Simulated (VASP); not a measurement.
# SiCl4 in VASP: settings compared

Aim: see how the results for SiCl4 move with the level of theory and the settings. Levels: PBE+D3(BJ), optB86b-vdW, rev-vdW-DF2. Tasks: single point.

Everything below comes from runs of VASP 6.6.1. Logs are shortened: lines on timing, memory, paths and dates and some standing lists are left out, and cuts for length are marked.

## Step 1: The structure

The cell holds a molecule in a box, 5 atoms: a = 13.639 Å, b = 14.139 Å, c = 14.639 Å, α = 90.00°, β = 90.00°, γ = 90.00°.

## Step 2: Single point, PBE+D3(BJ)

Input file INCAR:

```
PREC     = Accurate       # precision mode
ENCUT    = 400            # plane-wave cutoff, eV
EDIFF    = 1E-7           # SCF threshold, eV
ISMEAR   = 0              # smearing method
SIGMA    = 0.005          # smearing width, eV
LREAL    = F              # projectors in reciprocal space
LASPH    = T              # aspherical terms in the spheres
NELM     = 100            # most SCF steps
ALGO     = Fast           # electronic algorithm
ISIF     = 2              # what is computed and relaxed
LWAVE    = F              # write WAVECAR
LCHARG   = F              # write CHGCAR
GGA      = PE             # functional
IVDW     = 12             # dispersion correction
NBANDS   = 24             # bands
ISYM     = 0
```

Input file KPOINTS:

```
regular mesh
0
Gamma
  1 1 1
```

Input file POSCAR:

```
SiCl4
1.0
   13.6392887914      0.0000000000      0.0000000000
    0.0000000000     14.1392887914      0.0000000000
    0.0000000000      0.0000000000     14.6392887914
Si Cl
1 4
Direct
    0.5027000000      0.5045000000      0.5007000000
    0.4661000000      0.5920000000      0.6058000000
    0.5364000000      0.3742000000      0.5508000000
    0.3875000000      0.4937000000      0.4130000000
    0.6208000000      0.5582000000      0.4334000000
```

Potentials or basis: VASP PAW PBE potentials, release 64 (Si, Cl).

Run with:

```sh
$ cat potpaw_PBE.64/Si/POTCAR potpaw_PBE.64/Cl/POTCAR > POTCAR
$ mpirun -np 4 vasp_gam > vasp.out
```

OUTCAR:

```text
PREC = Accurate
   ENCUT = 400
   EDIFF = 1E-7
   ISMEAR = 0
   LREAL = F
   LASPH = T
   NELM = 100
   ISIF = 2
   GGA = PE
   IVDW = 12
   ISYM = 0
 IVDW          = 12

 ion  position               nearest neighbor table
   1  0.503  0.505  0.501-   4 2.03   5 2.04   3 2.04   2 2.04
   2  0.466  0.592  0.606-   1 2.04
   3  0.536  0.374  0.551-   1 2.04
   4  0.388  0.494  0.413-   1 2.03
   5  0.621  0.558  0.433-   1 2.04

IMPORTANT INFORMATION: All symmetrisations will be switched off!
NOSYMM: (Re-)initialisation of all symmetry stuff for point group C_1.

----------------------------------------------------------------------------------------

                                     Primitive cell

  volume of cell :    2823.1845

  direct lattice vectors                    reciprocal lattice vectors
    13.639288791  0.000000000  0.000000000     0.073317606  0.000000000  0.000000000
     0.000000000 14.139288791  0.000000000     0.000000000  0.070724915  0.000000000
     0.000000000  0.000000000 14.639288791     0.000000000  0.000000000  0.068309329

  length of vectors
    13.639288791 14.139288791 14.639288791     0.073317606  0.070724915  0.068309329

  position of ions in fractional coordinates (direct lattice)
     0.502700000  0.504500000  0.500700000
     0.466100000  0.592000000  0.605800000
     0.536400000  0.374200000  0.550800000
     0.387500000  0.493700000  0.413000000
     0.620800000  0.558200000  0.433400000

  ion indices of the primitive-cell ions
   primitive index   ion index
                 1           1
                 2           2
                 3           3
                 4           4
                 5           5

----------------------------------------------------------------------------------------

 KPOINTS: regular mesh

Automatic generation of k-mesh.
 Grid dimensions read from file:
 generate k-points for:    1    1    1

 Generating k-lattice:

  Cartesian coordinates                     Fractional coordinates (reciprocal lattice)
     0.073317606  0.000000000  0.000000000     1.000000000  0.000000000  0.000000000
     0.000000000  0.070724915  0.000000000     0.000000000  1.000000000  0.000000000
     0.000000000  0.000000000  0.068309329     0.000000000  0.000000000  1.000000000

  Length of vectors
     0.073317606  0.070724915  0.068309329

  Shift w.r.t. Gamma in fractional coordinates (k-lattice)
     0.000000000  0.000000000  0.000000000

 Subroutine IBZKPT returns following result:
 ===========================================

 Found      1 irreducible k-points:

 Following reciprocal coordinates:
            Coordinates               Weight
  0.000000  0.000000  0.000000      1.000000
   k-points           NKPTS =      1   k-points in BZ     NKDIM =      1   number of bands    NBANDS=     24
   number of dos      NEDOS =    301   number of ions     NIONS =      5
   total plane-waves  NPLWV = 829440
   dimension x,y,z NGX =    90 NGY =   96 NGZ =   96
   dimension x,y,z NGXF=   180 NGYF=  192 NGZF=  192
   ions per type =               1   4
   NGX,Y,Z   is equivalent  to a cutoff of  10.97, 11.29, 10.90 a.u.
   NGXF,Y,Z  is equivalent  to a cutoff of  21.94, 22.57, 21.80 a.u.
 SYSTEM =  unknown system
   PREC   = accura    normal or accurate (medium, high low for compatibility)
   ISTART =      0    job   : 0-new  1-cont  2-samecut
   ICHARG =      2    charge: 1-file 2-atom 10-const
   ISPIN  =      1    spin polarized calculation?
   LNONCOLLINEAR =      F non collinear calculations
   LSORBIT =      F    spin-orbit coupling
   LASPH  =      T    aspherical Exc in radial PAW
   ENCUT  =  400.0 eV  29.40 Ry    5.42 a.u.  22.24 23.06 23.87*2*pi/ulx,y,z
   NELM   =    100;   NELMIN=  2; NELMDL= -5     # of ELM steps
   EDIFF  = 0.1E-06   stopping-criterion for ELM
   LREAL  =      F    real-space projection
   EDIFFG = 0.1E-05   stopping-criterion for IOM
   NSW    =      0    number of steps for IOM
   IBRION =     -1    ionic relax: 0-MD 1-quasi-New 2-CG
   NFREE  =      0    steps in history (QN), initial steepest desc. (CG)
   ISIF   =      2    stress and relaxation
   ISYM   =      0    0-nonsym 1-usesym 2-fastsym
   POTIM  = 0.5000    time-step for ionic-motion
   TEBEG  =    0.0;   TEEND  =   0.0 temperature during run
   PSTRESS=    0.0 pullay stress
   NELECT =      32.0000    total number of electrons
   NUPDOWN=      -1.0000    fix difference up-down
   EMIN   =  10.00;   EMAX   =-10.00  energy-range for DOS
   EFERMI =   0.00;   METHOD = LEGACY
   ISMEAR =     0;   SIGMA  =   0.01  broadening in eV -4-tet -1-fermi 0-gaus
   EFERMI_NEDOS =   21; number of points for ismear=-14 and -15
   IALGO  =     68    algorithm
   IMIX   =      4    mixing-type and parameters
     AMIX     =   0.40;   BMIX     =  1.00
     AMIX_MAG =   1.60;   BMIX_MAG =  1.00
  volume/ion in A,a.u.               =     564.64      3810.36
  Fermi-wavevector in a.u.,A,eV,Ry     =   0.367744  0.694935  1.839988  0.135235
  Thomas-Fermi vector in A             =   1.293083
   LORBIT       =      0    0 simple, 1 ext, 2 COOP (PROOUT), +10 PAW based schemes
   GGA     = PE    functional components
   LHFCALC =     F    Hartree Fock is set to
   AEXX    =    0.0000 exact exchange contribution
   IVDW    =    12    specifies the selected vdW correction
   LEPSILON=     F    determine dielectric tensor
   LRPA    =     F    only Hartree local field effects (RPA)
 non-spin polarized calculation
 RMM-DIIS sequential band-by-band and
 Gauss-broadening in eV      SIGMA  =   0.01
  energy-cutoff  :      400.00
  volume of cell :     2823.18
 maximum number of plane-waves:     25609
 NGX is ok and might be reduce to    90
   NGX = 45   NGY = 47   NGZ = 47

 number of electron      32.0000002 magnetization

 Free energy of the ion-electron system (eV)
  ---------------------------------------------------
  ext. energy  EPLUGINS =         0.00000000
  ---------------------------------------------------
  free energy    TOTEN  =       -19.02010722 eV

  energy without entropy =      -19.02010722  energy(sigma->0) =      -19.02010722

 E-fermi :  -7.7674     XC(G=0):  -0.6787

 val. band max:       -7.8079722918   @ k =   0.0000   0.0000   0.0000
 cond. band min:      -1.6367130758   @ k =   0.0000   0.0000   0.0000
 fundamental gap:      6.1712592160
 Fermi energy:        -7.7674491439

 k-point     1 :       0.0000    0.0000    0.0000
  band No.  band energies     occupation
      1     -22.0280      2.00000
      2     -20.8726      2.00000
      3     -20.8700      2.00000
      4     -20.8651      2.00000
      5     -13.4641      2.00000
      6     -10.7568      2.00000
[... 16 lines left out ...]
     23       0.6097      0.00000
     24       0.6348      0.00000

------------------------ aborting loop because EDIFF is reached ----------------------------------------

 Edisp (eV)   -0.23429

 E8    (eV) :    -0.0973

  FORCE on cell =-STRESS in cart. coord.  units (eV):
  Direction    XX          YY          ZZ          XY          YZ          ZX
  --------------------------------------------------------------------------------------
  -------------------------------------------------------------------------------------
  Total      -0.16838    -0.19657    -0.18938     0.01044    -0.01278     0.01122
  in kB      -0.09556    -0.11155    -0.10747     0.00593    -0.00725     0.00637
  external pressure =       -0.10 kB  Pullay stress =        0.00 kB

 VOLUME and BASIS-vectors are now :
 -----------------------------------------------------------------------------
  energy-cutoff  :      400.00
  volume of cell :     2823.18
      direct lattice vectors                 reciprocal lattice vectors
    13.639288791  0.000000000  0.000000000     0.073317606  0.000000000  0.000000000
     0.000000000 14.139288791  0.000000000     0.000000000  0.070724915  0.000000000
     0.000000000  0.000000000 14.639288791     0.000000000  0.000000000  0.068309329

 POSITION                                       TOTAL-FORCE (eV/Angst)
 -----------------------------------------------------------------------------------
      6.85647      7.13327      7.32989         0.000791      0.007755      0.022818
      6.35727      8.37046      8.86848         0.014177     -0.034369     -0.042635
      7.31611      5.29092      8.06332        -0.010227      0.039269     -0.016956
      5.28522      6.98057      6.04603         0.024564      0.001715      0.019410
      8.46727      7.89255      6.34467        -0.029306     -0.014370      0.017363
 -----------------------------------------------------------------------------------
    total drift:                               -0.000813      0.000542      0.000909

  FREE ENERGIE OF THE ION-ELECTRON SYSTEM (eV)
  ---------------------------------------------------
  free  energy   TOTEN  =       -19.2543993485 eV

  energy  without entropy=      -19.2543993485  energy(sigma->0) =      -19.25439935
```

Wall time 60 s (4 MPI ranks of Intel Xeon Platinum 8559C (Emerald Rapids), shared host); peak memory 0.53 GiB.

Results:

- Free energy: -19.2544 eV
- Largest force: 0.057 eV/Å
- Gap between the frontier levels: 6.17 eV
- Dispersion energy per atom: -0.047 eV

Forces in eV/Å, atoms in the order of the input:
```
Si   0.001  0.008  0.023
Cl   0.014 -0.034 -0.043
Cl  -0.010  0.039 -0.017
Cl   0.025  0.002  0.019
Cl  -0.029 -0.014  0.017
```

## Step 3: Single point, optB86b-vdW

INCAR: that of step 2 with these lines changed.

```diff
@@ -12,4 +12,7 @@
 LCHARG   = F              # write CHGCAR
-GGA      = PE             # functional
-IVDW     = 12             # dispersion correction
+GGA      = MK             # functional
+LUSE_VDW = T            
+AGGAC    = 0.0          
+PARAM1   = 0.1234       
+PARAM2   = 1.0          
 NBANDS   = 24             # bands
```

KPOINTS is that of step 2.

POSCAR is that of step 2.

Potentials or basis: VASP PAW PBE potentials, release 64 (Si, Cl).

Run with:

```sh
$ cat potpaw_PBE.64/Si/POTCAR potpaw_PBE.64/Cl/POTCAR > POTCAR
$ mpirun -np 4 vasp_gam > vasp.out
```

Run time: 11 min. Hardware: 4 MPI ranks of Intel Xeon Platinum 8559C (Emerald Rapids), shared host; peak memory 1.4 GiB.

Results (log left out):

```
Free energy                     : -10.2896 eV
Largest force                   : 0.065 eV/Å
Gap between the frontier levels : 6.14 eV
```

Forces in eV/Å, atoms in the order of the input:
```
Si   0.001  0.008  0.023
Cl   0.016 -0.039 -0.049
Cl  -0.012  0.047 -0.020
Cl   0.031  0.002  0.025
Cl  -0.036 -0.018  0.021
```

Levels at points of the mesh, in eV from the valence-band top:
| k point | band 12 | band 13 | band 14 | band 15 | band 16 | band 17 | band 18 | band 19 | band 20 | band 21 |
| --- | --- | --- | --- | --- | --- | --- | --- | --- | --- | --- |
| (0.00, 0.00, 0.00) | -0.78 | -0.77 | 0.00 | 0.00 | 0.00 | 6.14 | 7.34 | 7.47 | 7.48 | 7.49 |

Caveat: the PAW data sets were made with another functional, which shifts forces and pressure a little.

## Step 4: Single point, rev-vdW-DF2

INCAR: that of step 3 with these lines changed.

```diff
@@ -16,3 +16,4 @@
 PARAM1   = 0.1234       
-PARAM2   = 1.0          
+PARAM2   = 0.711357     
+ZAB_VDW  = -1.8867      
 NBANDS   = 24             # bands
```

KPOINTS is that of step 3.

POSCAR is that of step 3.

Run with:

```sh
$ cat potpaw_PBE.64/Si/POTCAR potpaw_PBE.64/Cl/POTCAR > POTCAR
$ mpirun -np 4 vasp_gam > vasp.out
```

Run time: 11 min. Hardware: 4 MPI ranks of Intel Xeon Platinum 8559C (Emerald Rapids), shared host; peak memory 1.4 GiB.

The run converged. Its results:

| Item | Value |
| --- | --- |
| Free energy | -11.3148 eV |
| Largest force | 0.050 eV/Å |
| Gap between the frontier levels | 6.12 eV |

Forces on the atoms (eV/Å):
```
Si   0.001  0.008  0.023
Cl   0.013 -0.030 -0.038
Cl  -0.009  0.034 -0.014
Cl   0.020  0.001  0.015
Cl  -0.024 -0.012  0.014
```

Levels at points of the mesh, in eV from the valence-band top:
| k point | band 13 | band 14 | band 15 | band 16 | band 17 | band 18 | band 19 | band 20 |
| --- | --- | --- | --- | --- | --- | --- | --- | --- |
| (0.00, 0.00, 0.00) | -0.78 | 0.00 | 0.00 | 0.00 | 6.12 | 7.37 | 7.47 | 7.48 |

Caveat: the PAW data sets were made with another functional, which shifts forces and pressure a little.

## Step 5: The runs side by side

```tsv
level	gap on the mesh (eV)	largest force (eV/Å)
PBE+D3(BJ)	6.17	0.06
optB86b-vdW	6.14	0.07
rev-vdW-DF2	6.12	0.05
```

Alike in all rows: task single point; potentials or basis VASP PAW PBE potentials, release 64 (Si, Cl); no spin polarisation; cell as given; k mesh 1 × 1 × 1; cutoff (eV) 400; smearing gaussian 0.005 eV.

On the cell as given the gap runs from 6.12 eV (rev-vdW-DF2) to 6.17 eV (PBE+D3(BJ)).

Caveats: the PAW data sets were made with another functional, which shifts forces and pressure a little (some runs).

Absolute energies hang on the potentials; compare differences alone.
